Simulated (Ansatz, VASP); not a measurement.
# Mo in two plane-wave programs

Wanted: the spread between two codes on one cell, functional and k mesh. The cell is taken from a series of runs on this material, whose earlier steps may have relaxed, scaled, displaced or heated it; both programs get it as it stands.

Calculated with Ansatz 0.2.0; plane waves, with VASP 6.6.1 beside it; PBE.

## (1) Starting point

Symmetry: Im-3m, No. 229, cubic system. Conventional cell: a = 3.160 Å, b = 3.160 Å, c = 3.160 Å, α = 90.00°, β = 90.00°, γ = 90.00°. Nearest to Mo lie 8 Mo at 2.74 Å.

## (2) Ansatz: relaxation of cell and atoms, PBE

Ansatz runs on its PAW soft_1 files.

The relaxed volume is the usual yardstick between codes: in a stiff, nearly cubic crystal its relative difference is about their pressure difference at one cell divided by the bulk modulus.

Input file input.yaml:

```yaml
crystal:
  lattice:
    - [-1.58, 1.58, 1.58]
    - [1.58, -1.58, 1.58]
    - [1.58, 1.58, -1.58]
  atoms:
    - { symbol: Mo, position: [0.0, 0.0, 0.0] }
kpoints:
  mp_grid: { grid: [22, 22, 22] }
hamiltonian:
  xc: pbe
  pseudopotentials: { kind: paw, azcp: { folder: soft_1 } }
scf:
  occupations: { method: methfessel_paxton, width: 0.15 }
output:
  forces: true
  stress: true
  eigenvalues: true
relax:
  adjacent_minimum: "off"
  f_tol: 0.002
  max_steps: 60
  cell: { stress_tol: 0.02 }
```

Command:

```sh
ansatz run input.yaml --threads 8 --pin off --max-ram 20480MiB --backend cpu --events-out ev --progress --plain --runs-dir out
```

Numbers of over 12 decimals in the logs are rounded to 6 here.

Log:

```text
The last accepted step is kept in <dir> (removed where the run ends without a failure and the disk answers)
Engine: ansatz 0.2.0, aarch64-unknown-linux-gnu
Pseudopotentials: kind: paw
Pseudopotential: Mo, paw, valence charge 14, recommended cutoff 420 eV (normal), soft_1/Mo.paw.azcp
Functional definition: PBE
  parameter kappa = 0.804
  parameter beta = 0.066725
  exchange = pbe_x(kappa = kappa, mu = beta*pi^2/3)
  correlation = pbe_c(beta = beta)
Crystal: 1 atoms, lattice volume = 15.777 Å³
Basis set: ecut = 420 eV, 321 PW (Γ), exchange–correlation on 40×40×40 points (8 copies of the dense FFT grid, shifted against one another)
Bands: 11, of which v1, the nominal top of the filled ones, is band 7 counted from 1 (6 counted from 0)
Symmetry: 48 space group operations
Space group: Im-3m (ITA 229), of the structure as read, at distance tolerance 2.5e-5 Å
k-points: 328 of 10648
Non-local potential: Mo, projectors of the file, l = 0: 3, l = 1: 2, l = 2: 2, l = 3: 1
PAW form: soft (Blöchl's): semilocal exchange-correlation on the pseudo side does not see the compensation charge
PAW one-centre angular grid: Mo, 590 points (default); XC on 64 Gauss nodes
Initial density: superposition of atomic densities (chi_scale 0.1, normalization cell)
Initial wavefunctions: pseudopotential atomic-orbital guess
Functional: x = pbe(κ = 0.804, μ = 0.219515), c = pbe(β = 0.066725)
SCF iter   1: F=—  HF=-4956.685401 eV  |F-HF|=—  |Δ(HF+E_count)|=         —  Δρ=1.06e-1  dr2=1.79e0  ethr=3.10e-3  ⟨swp⟩=5.0  Hψ=19472  notcnv=0
preconditioner: auto → none  [metal: Δε(μ)=0.026 eV  Ē_g=8.562 eV  σ=0.150 eV  W_gap=0.15  n_scr=0 (ndim 8)  ℏωp=22.9 eV  f_vac=0.000  D(μ)=0.75/eV (n_scr^D=12)]
SCF iter   2: F=—  HF=-4956.060926 eV  |F-HF|=—  |Δ(HF+E_count)|=   6.24e-1  S|Δr|=    0.00e0  Δρ=3.20e-2  dr2=5.54e-2  ethr=3.10e-3  ⟨swp⟩=2.0  Hψ=9554  notcnv=0  defer=23
SCF iter   3: F=—  HF=-4956.055683 eV  |F-HF|=—  |Δ(HF+E_count)|=   5.24e-3  S|Δr|=    0.00e0  Δρ=1.36e-2  dr2=9.84e-3  ethr=3.96e-4  ⟨swp⟩=1.0  Hψ=3745  notcnv=0  defer=23
SCF iter   4: F=—  HF=-4956.055071 eV  |F-HF|=—  |Δ(HF+E_count)|=   6.12e-4  S|Δr|=    0.00e0  Δρ=4.98e-4  dr2=9.78e-6  ethr=7.03e-5  ⟨swp⟩=1.0  Hψ=3585  notcnv=0  defer=23
SCF iter   5: F=—  HF=-4956.055113 eV  |F-HF|=—  |Δ(HF+E_count)|=   4.17e-5  S|Δr|=    0.00e0  Δρ=1.20e-4  dr2=4.87e-7  ethr=6.99e-8  ⟨swp⟩=2.1  Hψ=5876  notcnv=0  defer=23
SCF iter   6: F=-4956.055113 eV  HF=-4956.055113 eV  |F-HF|=2.83e-8  |Δ(HF+E_count)|=   1.10e-7  S|Δr|=    0.00e0  Δρ=3.24e-5  dr2=4.82e-8  ethr=7.14e-10  ⟨swp⟩=5.3  Hψ=17786  notcnv=0
SCF 1 converged in 6 iterations: F = -4956.055113 eV  dr2 = 4.82e-8
  greatest PAW one-centre occupation: 0.999 electrons in one spin orbital (limit 2), on the Mo atom at site 0 (counted from 0), in its partial waves of l = 0
relax step   1: F+E_penalty+E_count = -4956.05511252 eV  Δ(F+E_penalty+E_count) = +0.000e0 eV  max|allowed force component| = 0.000e0 eV/Å  Δτ_max = 0.0000 Å  P = +0.185 GPa  Ω = 15.777 Å³  (6 SCF iters, dr2 threshold 1.00e-7 eV, accepted)
[...]
relax step   2: F+E_penalty+E_count = -4956.05508439 eV  Δ(F+E_penalty+E_count) = +2.813e-5 eV  max|allowed force component| = 0.000e0 eV/Å  Δτ_max = 0.0000 Å  P = -0.365 GPa  Ω = 15.811 Å³  energy of the carried Pulay correction = -9.242e-6 eV  (3 SCF iters, dr2 threshold 8.53e-8 eV, rejected (line search))
[...]
relax step   3: F+E_penalty+E_count = -4956.05511601 eV  Δ(F+E_penalty+E_count) = -3.481e-6 eV  max|allowed force component| = 0.000e0 eV/Å  Δτ_max = 0.0000 Å  P = +0.001 GPa  Ω = 15.789 Å³  energy of the carried Pulay correction = -3.100e-6 eV  (5 SCF iters, accepted)
[...]
relax step   4: F+E_penalty+E_count = -4956.05511797 eV  Δ(F+E_penalty+E_count) = -1.967e-6 eV  max|allowed force component| = 0.000e0 eV/Å  Δτ_max = 0.0000 Å  P = +0.001 GPa  Ω = 15.789 Å³  stress off target by 6.11e-4 GPa  SCF on the basis re-selected at this cell (its energy is not comparable with the rows above)  (3 SCF iters)
basis re-selected at this cell: Δ(F+E_penalty+E_count) = -1.967e-6 eV, ΔP = -0.000 GPa vs the last step (what re-selecting the basis moved, of the pressure what is left beyond the Pulay correction that the steps carried, after the strain that the cell walked since its last selection, with what the two solves' SCF thresholds leave and, on support functions, any second-order correction that the steps lacked; it is no measure of the basis error at this ecutwfc). This SCF's stress stands 6.11e-4 GPa from its target on what of the cell is left free (relax.cell.stress_tol is 2.00e-2 GPa) and its largest allowed force component is 0.00e0 eV/Å (relax.f_tol is 2.00e-3 eV/Å): [rest of the remark cut]
SCF converged after 3 iterations
Stability not checked: this state was not tested for a lower state beside it, because cold or Methfessel-Paxton smearing, or corrected tetrahedra, fill the levels in a way that the test cannot read (fill_not_monotonic; see scf.lower_state_search)
Free energy (F): -4956.055118 eV
Harris-Foulkes:  -4956.055118 eV  (|F-HF|=9.09e-13)
Internal energy: -4956.054625 eV  (E = F + TS)
E sigma→0 (E₀):  -4956.054995 eV
Entropy (-TS):   -0.000493 eV (-0.493 meV/atom)
Fermi energy:    20.812748 eV
--- Per-component energies (eV) ---
  E_band       = -58.500910
  E_kinetic    = 421.893572
  E_local      = -777.323431  (includes V_loc(G=0)·N_el)
  E_nonlocal   = 147.984998
  E_hartree    = 264.167019
  E_xc         = -176.248369
  E_vxc        = -219.734921  (∫ρ·V_xc dr)
  E_paw        = -3211.739480  (= ΣΔE_a)
  E_vpaw       = -159.655194  (= ΣTr[D̂ρ^β])
  E_aug_tail   = 0.000049  (compensation charges beyond the density's cutoff)
  E_ewald      = -1624.788983
  E_smearing   = -0.000493  (= −TS)
  E_closure    = -0.000000  (closes the sum)
  Σ components = -4956.055118   (vs F -4956.055118, Δ=0.00e0)
--- Forces (eV/Å), atoms counted from 1 ---
  atom   1  Mo    -0.00000000     0.00000000    -0.00000000
  max |Σ_I F_I| component: 1.52e-31 eV/Å
--- Stress (GPa, compression-positive) ---
        0.000611      -0.000000       0.000000
       -0.000000       0.000611       0.000000
        0.000000       0.000000       0.000611
  P = ⅓ Tr σ = 0.0006 GPa (0.006 kbar)
--- Band table (eV; the first three rows and the last of 328) ---
  k-point 0: bands = [... 3 lower, -13.7276, 13.6391, 19.4894, 19.4894, 19.4894, 22.4756, 22.4756, 35.5176]
  k-point 1: bands = [... 3 lower, -13.7278, 13.7301, 19.4381, 19.4819, 19.5743, 22.3979, 22.4769, 35.5859]
  k-point 2: bands = [... 3 lower, -13.7284, 13.9947, 19.2919, 19.4507, 19.8267, 22.2072, 22.4831, 35.7642]
  k-point 327: bands = [... 3 lower, -14.6636, 15.4755, 15.4755, 24.7540, 24.7540, 24.7540, 29.8156, 29.8156]
--- Relaxed structure (3 steps of the walk, 2 accepted, 1 SCFs on fresh bases) ---
  F+E_penalty+E_count = -4956.05511797 eV   max|allowed force component| = 0.000e0 eV/Å   (the final SCF, on the basis selected at the relaxed cell)
  cell:  # Å, volume = 15.7886 Å³
    - [-1.580377, 1.580377, 1.580377]
    - [1.580377, -1.580377, 1.580377]
    - [1.580377, 1.580377, -1.580377]
  atoms:
    - { symbol: Mo, position: [0.0, 0.0, 0.0] }
```

## (3) VASP: relaxation of cell and atoms, PBE

The same cell, functional, mesh and smearing now go to VASP, with its own data sets.

Lines of VASP's logs that name or quote its potential files are left out, and so is its time.

Input file INCAR:

```
SYSTEM = Mo
PREC = Accurate
ENCUT = 500
EDIFF = 1E-07
NELM = 120
ISMEAR = 1
SIGMA = 0.15
LREAL = .FALSE.
ALGO = Normal
GGA = PE
NBANDS = 13
LASPH = .TRUE.
LORBIT = 11
LWAVE = .FALSE.
LCHARG = .FALSE.
ISIF = 3
IBRION = 2
NSW = 80
EDIFFG = -0.005
GGA_COMPAT = .FALSE.
NELMIN = 4
```

Input file POSCAR:

```
Mo
1.0
   -1.5800000000      1.5800000000      1.5800000000
    1.5800000000     -1.5800000000      1.5800000000
    1.5800000000      1.5800000000     -1.5800000000
Mo
1
Direct
    0.0000000000      0.0000000000      0.0000000000
```

Input file KPOINTS:

```
Automatic mesh
0
Gamma
22 22 22
0 0 0
```

Potentials, in the order of the species: Mo_sv (PBE family, release 64).

Command:

```sh
mpirun -np 1 vasp_std
```

Log:

```text
[banner, memory and clock lines left out]
running    1 mpi-ranks, on    1 nodes
 distrk:  each k-point on    1 cores,    1 groups
 distr:  one band on    1 cores,    1 groups

 POSCAR found type information on POSCAR Mo
 POSCAR found :  1 types and       1 ions
 LDA part: xc-table for (Slater+PW92), standard interpolation
 POSCAR, INCAR and KPOINTS ok, starting setup
 FFT: planning ... GRIDC
 FFT: planning ... GRID_SOFT
 FFT: planning ... GRID
 WAVECAR not read
 entering main loop
       N       E                     dE             d eps       ncg     rms          rms(c)
DAV:   1     0.900073756359E+02    0.90007E+02   -0.78924E+03  8645   0.108E+03
DAV:   2    -0.104836458676E+02   -0.10049E+03   -0.96792E+02  9828   0.306E+02
DAV:   3    -0.115965091935E+02   -0.11129E+01   -0.11101E+01  9578   0.323E+01
DAV:   4    -0.115990806108E+02   -0.25714E-02   -0.25714E-02  9598   0.187E+00
DAV:   5    -0.115990973946E+02   -0.16784E-04   -0.16785E-04  9648   0.134E-01    0.144E+01
DAV:   6    -0.110173167310E+02    0.58178E+00   -0.72588E-01  8763   0.104E+01    0.387E+00
DAV:   7    -0.109375146322E+02    0.79802E-01   -0.14556E-01  9463   0.446E+00    0.971E-01
DAV:   8    -0.109338875814E+02    0.36271E-02   -0.41354E-03  8843   0.821E-01    0.181E-01
DAV:   9    -0.109339378847E+02   -0.50303E-04   -0.12559E-04 10008   0.140E-01    0.732E-02
DAV:  10    -0.109339464390E+02   -0.85543E-05   -0.14802E-05  8818   0.455E-02    0.625E-03
DAV:  11    -0.109339469079E+02   -0.46884E-06   -0.13220E-07  7886   0.388E-03    0.116E-03
DAV:  12    -0.109339467602E+02    0.14770E-06   -0.11894E-08  4569   0.134E-03    0.627E-05
DAV:  13    -0.109339467772E+02   -0.17035E-07   -0.89999E-10  4404   0.356E-04
   1 F= -.10933947E+02 E0= -.10933784E+02  d E =-.109339E+02
 curvature:   0.00 expect dE= 0.000E+00 dE for cont linesearch  0.000E+00
 trial: gam= 0.00000 g(F)=  0.387E-62 g(S)=  0.699E-03 ort = 0.000E+00 (trialstep = 0.100E+01)
 search vector abs. value=  0.699E-03
 bond charge predicted
       N       E                     dE             d eps       ncg     rms          rms(c)
DAV:   1    -0.109513436822E+02   -0.17397E-01   -0.37304E-01  8653   0.807E+00    0.138E+00
DAV:   2    -0.109343488071E+02    0.16995E-01   -0.26916E-02  8573   0.203E+00    0.246E-01
DAV:   3    -0.109332484767E+02    0.11003E-02   -0.35848E-03  9008   0.731E-01    0.199E-01
DAV:   4    -0.109333572132E+02   -0.10874E-03   -0.97534E-05  8818   0.103E-01    0.112E-02
DAV:   5    -0.109333564463E+02    0.76692E-06   -0.40587E-06  9598   0.249E-02    0.194E-03
DAV:   6    -0.109333569085E+02   -0.46226E-06   -0.48339E-08  5674   0.283E-03    0.183E-04
DAV:   7    -0.109333568841E+02    0.24434E-07   -0.37600E-09  4389   0.756E-04
   2 F= -.10933357E+02 E0= -.10933199E+02  d E =0.589893E-03
 trial-energy change:    0.000590  1 .order    0.000581   -0.000699    0.001861
 step:   0.2689(harm=  0.2732)  dis= 0.00000  next Energy=   -10.934041 (dE=-0.939E-04)
 bond charge predicted
       N       E                     dE             d eps       ncg     rms          rms(c)
DAV:   1    -0.109436071352E+02   -0.10250E-01   -0.19829E-01  8663   0.587E+00    0.105E+00
DAV:   2    -0.109345750294E+02    0.90321E-02   -0.13910E-02  8583   0.147E+00    0.178E-01
DAV:   3    -0.109339595763E+02    0.61545E-03   -0.19572E-03  9003   0.541E-01    0.160E-01
DAV:   4    -0.109340395450E+02   -0.79969E-04   -0.49153E-05  8823   0.739E-02    0.668E-03
DAV:   5    -0.109340400660E+02   -0.52105E-06   -0.30371E-06  9648   0.215E-02    0.138E-03
DAV:   6    -0.109340396599E+02    0.40613E-06   -0.42889E-08  5359   0.272E-03    0.332E-04
DAV:   7    -0.109340397041E+02   -0.44177E-07   -0.46545E-09  4299   0.859E-04
   3 F= -.10934040E+02 E0= -.10933878E+02  d E =-.929268E-04
 curvature:  -0.14 expect dE=-0.830E-08 dE for cont linesearch -0.830E-08
 trial: gam=-0.00924 g(F)=  0.938E-63 g(S)=  0.608E-07 ort = 0.652E-05 (trialstep = 0.854E+00)
 search vector abs. value=  0.105E-09
 reached required accuracy - stopping structural energy minimisation
```

Parts of OUTCAR (step 3):

```text
ion  position               nearest neighbor table
   1  0.000  0.000  0.000-

  LATTYP: Found a body centered cubic cell.
 ALAT       =     3.1600000000

 Subroutine GETGRP returns: Found 48 space group operations
 (whereof 48 operations were pure point group operations)

The static configuration has the point symmetry O_h .

 Found    328 irreducible k-points:

   k-points           NKPTS =    328   k-points in BZ     NKDIM =    328   number of bands    NBANDS=     13

   dimension x,y,z NGX =    20 NGY =   20 NGZ =   20
   dimension x,y,z NGXF=    40 NGYF=   40 NGZF=   40

   ENCUT  =  500.0 eV  36.75 Ry    6.06 a.u.   4.99  4.99  4.99*2*pi/ulx,y,z

   NELECT =      14.0000    total number of electrons

 k-points in reciprocal lattice and weights: Automatic mesh
   0.00000000  0.00000000  0.00000000       0.000
   0.04545455  0.00000000  0.00000000       0.001
   0.09090909  0.00000000  0.00000000       0.001
   0.13636364  0.00000000  0.00000000       0.001
   0.18181818  0.00000000  0.00000000       0.001
   0.22727273  0.00000000  0.00000000       0.001
   0.27272727  0.00000000  0.00000000       0.001
   0.31818182  0.00000000  0.00000000       0.001
   0.36363636  0.00000000  0.00000000       0.001
[...]
0.50000000  0.50000000  0.45454545       0.001
   0.50000000  0.50000000  0.50000000       0.000

 average (electrostatic) potential at core
       1 -69.3994

 E-fermi :  12.3798

 k-point     1 :       0.0000    0.0000    0.0000
  band No.  band energies     occupation
    ...
      4     -22.1708      2.00000
      5       5.2056      2.00000
      6      11.0611      2.00000
      7      11.0611      2.00000
      8      11.0611      2.00000
      9      14.0424     -0.00000
     10      14.0424     -0.00000
     11      27.2153      0.00000
     12      27.2153      0.00000
     13      27.2153      0.00000

 k-point     2 :       0.0455    0.0000    0.0000
  band No.  band energies     occupation
    ...
      4     -22.1710      2.00000
      5       5.2966      2.00000
      6      11.0098      2.00000
      7      11.0534      2.00000
      8      11.1457      2.00000
      9      13.9647     -0.00000
     10      14.0436     -0.00000
     11      27.2843      0.00000
     12      27.3680      0.00000
     13      27.3950      0.00000

 k-point     3 :       0.0909    0.0000    0.0000
  band No.  band energies     occupation
    ...
      4     -22.1716      2.00000
      5       5.5610      2.00000
      6      10.8636      2.00000
      7      11.0219      2.00000
      8      11.3971      2.00000
      9      13.7741     -0.00000
     10      14.0495     -0.00000
     11      27.4638      0.00000
     12      27.8174      0.00000
     13      27.8717      0.00000

  Total        0.0006481      0.0006481      0.0006481      0.0000000      0.0000000      0.0000000
  in kB        0.0656340      0.0656340      0.0656340      0.0000000      0.0000000      0.0000000
  external PRESSURE =       0.0656340 kB  Pullay stress =       0.0000000 kB

  energy-cutoff  :      500.00
  volume of cell :       15.82
      direct lattice vectors                 reciprocal lattice vectors
    -1.581424919  1.581424919  1.581424919     0.000000000  0.316170559  0.316170559
     1.581424919 -1.581424919  1.581424919     0.316170559  0.000000000  0.316170559
     1.581424919  1.581424919 -1.581424919     0.316170559  0.316170559  0.000000000

 POSITION                                       TOTAL-FORCE (eV/Angst)
 -----------------------------------------------------------------------------------
      0.00000      0.00000     -0.00000         0.000000     -0.000000     -0.000000
 -----------------------------------------------------------------------------------
    total drift:                                0.000000     -0.000000      0.000000

  FREE ENERGIE OF THE ION-ELECTRON SYSTEM (eV)
  ---------------------------------------------------
  free  energy   TOTEN  =       -10.9340397041 eV

  energy  without entropy=      -10.9335538977  energy(sigma->0) =      -10.93387777

 reached required accuracy - stopping structural energy minimisation

 total charge
# of ion       s       p       d       tot
------------------------------------------
    1        2.378   6.201   3.894  12.473

[... 3 further parts left out ...]
```

CONTCAR:

```
Mo
   1.00000000000000
    -1.5814249190505416    1.5814249190505416    1.5814249190505416
     1.5814249190505416   -1.5814249190505416    1.5814249190505416
     1.5814249190505416    1.5814249190505416   -1.5814249190505416
  Mo
     1
Direct
     0.0000000000000000    0.0000000000000000    0.0000000000000000
```

The run keeps the 48 symmetry operations of its start, so it cannot find a distortion of lower symmetry.

## (4) Side by side

Known differences besides the potentials themselves: the cutoff is 420 eV in Ansatz and 500 eV in VASP; Ansatz adds a Pulay correction to the stress that steers its cell, VASP none. Total energies have different zeros and are not compared.

Both answers:

```
                                         quantity  Ansatz   VASP  difference
                                      volume (Å³)   15.79  15.82     -0.20 %
edge a after relaxation, in the typed setting (Å)   2.737  2.739     -0.07 %
```

## (5) What came out

| Property | Result |
| --- | --- |
| difference in volume (relaxation of cell and atoms, PBE) | -0.20 % |

The difference in volume is -0.20 % (relaxation of cell and atoms, PBE), within the 1.2 % picked in this series as the mark of a large difference, as far as the stopping tolerances let one tell. How closely two codes agree says nothing of how well the functional describes the real material.

[Lines on the potential files, build, host, timing and source positions are cut from VASP's logs without a mark.]

[Logs are printed without paths, hosts, clocks, repeated set-up lines and the standing remarks that a program may print on its own settings, such as how far it seeks lower states.]

[Hosts, paths, dates, database ids (printed as entryN), source tags and the programs' standing remarks are cut or masked in the printed files.]
